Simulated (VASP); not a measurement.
Computed with r2SCAN meta-GGA, VASP's PBE PAW potentials (set 64) (plane waves; VASP).

VASP ran on this input.

**KPOINTS**
```
Automatic mesh
0
Gamma
10 10 5
0 0 0
```

INCAR:
```
SYSTEM = TiC
PREC = Accurate
ENCUT = 520
EDIFF = 1E-6
NELM = 100
ALGO = Normal
LREAL = .FALSE.
LASPH = .TRUE.
ISMEAR = 1
SIGMA = 0.1
METAGGA = R2SCAN
LMIXTAU = .TRUE.
LMAXMIX = 4
LWAVE = .FALSE.
LCHARG = .FALSE.
IBRION = 2
ISIF = 3
NSW = 60
EDIFFG = -0.02
```

File POSCAR:
```
TiC
1
    3.0449677001     0.0000000000     0.0000000000
   -1.5224838500     2.6370194228    -0.0000000000
    0.0000000000     0.0000000000     5.3622651433
Ti C
2 2
Direct
  0.0000000000   1.0000000000   0.0000000000
  0.0000000000   0.0000000000   0.5000000000
  0.3333330000   0.6666670000   0.2500000000
  0.6666670000   0.3333330000   0.7500000000
```

POTCAR, in this order: Ti_sv C (PBE.64 set). Program: vasp_std.

### Question
What does the run give for the energy per atom (σ→0), band gap (on the k-mesh)?

### Answer

```json
{
  "energy per atom (σ→0)": "-11.986 eV/atom",
  "band gap (on the k-mesh)": "none (metal, semimetal or under 0.01 eV)"
}
```

OSZICAR:
```
...
DAV:  15    -0.479421989233E+02    0.82271E-03   -0.82353E-04  1876   0.268E-01    0.300E-02
DAV:  16    -0.479429999806E+02   -0.80106E-03   -0.47951E-04  1880   0.218E-01    0.282E-03
DAV:  17    -0.479430192402E+02   -0.19260E-04   -0.58291E-05  2504   0.617E-02    0.109E-02
DAV:  18    -0.479430167453E+02    0.24949E-05   -0.17864E-06  1496   0.112E-02    0.896E-03
DAV:  19    -0.479430187337E+02   -0.19884E-05   -0.10218E-06  1208   0.929E-03    0.511E-03
DAV:  20    -0.479430149086E+02    0.38251E-05   -0.91410E-07  1124   0.132E-02    0.167E-03
DAV:  21    -0.479430154463E+02   -0.53774E-06   -0.59788E-07  1092   0.925E-03
   1 F= -.47943015E+02 E0= -.47943245E+02  d E =-.479430E+02
```

The structure was generated: TiC was put into the NiAs type type (P6_3/mmc), which need not be its known phase. It was relaxed first, which changed the volume by -33 %. The start is the result of an earlier pass.
